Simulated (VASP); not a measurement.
# ScC (relaxed from the zinc blende structure, space group F-43m): computed properties

Calculation: LDA (Ceperley-Alder, Perdew-Zunger), VASP's LDA PAW potentials (set 64) (plane waves; VASP).

- space group = F-43m (216)
- cell = a = 4.981 Å, b = 4.981 Å, c = 4.981 Å, α = 90.00°, β = 90.00°, γ = 90.00°
- volume per atom = 15.45 Å^3/atom
- band gap (over mesh and band path) = none (metal, semimetal or under 0.01 eV)
- density = 3.06 g/cm³

```yaml
crystal:
  lattice:
    - [0.00000, 2.49046, 2.49046]
    - [2.49046, 0.00000, 2.49046]
    - [2.49046, 2.49046, 0.00000]
  atoms:
    - { symbol: Sc, position: [0.00000, 0.00000, 0.00000] }
    - { symbol: C, position: [0.25000, 0.25000, 0.25000] }
```

The structure was generated: ScC was put into the zinc blende type (F-43m), which need not be its known phase. It was relaxed first, which changed the volume by -33 %. Symmetry was kept, so distortions that lower it aren't found. The electron count is odd and the run is not spin-polarised, which forces a metal.
